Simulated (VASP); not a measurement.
OSZICAR of a VASP run on Ga35N35:

OSZICAR:
```
       N       E                     dE             d eps       ncg     rms          rms(c)
DAV:   1    -0.509514990942E+03   -0.50951E+03   -0.22142E+01   716   0.124E+01    0.950E+00
DAV:   2    -0.509722023695E+03   -0.20703E+00   -0.89393E-01   816   0.182E+00    0.646E+00
DAV:   3    -0.509679326023E+03    0.42698E-01   -0.11197E-01   808   0.809E-01    0.379E+00
DAV:   4    -0.509659555522E+03    0.19771E-01   -0.28060E-02   800   0.362E-01    0.216E+00
DAV:   5    -0.509652268189E+03    0.72873E-02   -0.68347E-03   816   0.179E-01    0.120E+00
DAV:   6    -0.509649773957E+03    0.24942E-02   -0.17732E-03   824   0.964E-02    0.672E-01
DAV:   7    -0.509648932932E+03    0.84103E-03   -0.68103E-04   816   0.643E-02    0.374E-01
DAV:   8    -0.509648711291E+03    0.22164E-03   -0.41207E-04   864   0.405E-02    0.207E-01
DAV:   9    -0.509648660172E+03    0.51119E-04   -0.16197E-04   808   0.237E-02    0.115E-01
DAV:  10    -0.509648645969E+03    0.14203E-04   -0.76621E-05   728   0.202E-02    0.640E-02
DAV:  11    -0.509648644963E+03    0.10064E-05   -0.32024E-05   672   0.136E-02
   1 F= -.50964864E+03 E0= -.50964864E+03  d E =-.745765E-13  mag=     3.0000
```

Which electronic solver shows in the log?

It is blocked Davidson (ALGO = Normal, or the opening steps of other solvers). The INCAR had ALGO = Normal.

How was spin treated?

Collinear spin (ISPIN = 2): the summary line carries one mag value, 3.00 μB in the cell.

Can the final energy be trusted as converged?

Self-consistency was reached. It stopped with EDIFF = 1E-5, NELM = 50 (HSE06 screened hybrid, plane waves, VASP's PBE PAW potentials (set 64)).  The cell is charged, with a uniform compensating background. The supercell is sampled at Γ alone, which is coarse: total energies, pressure and levels can be off, energies of defects by several tenths of an eV.

The cell is a supercell with a defect, built from GaN (wurtzite): vac_Ga-vac_N, charge +1. The cell's shape comes from a PBE relaxation. The total moment is imposed (NUPDOWN), so this need not be the lowest spin state.
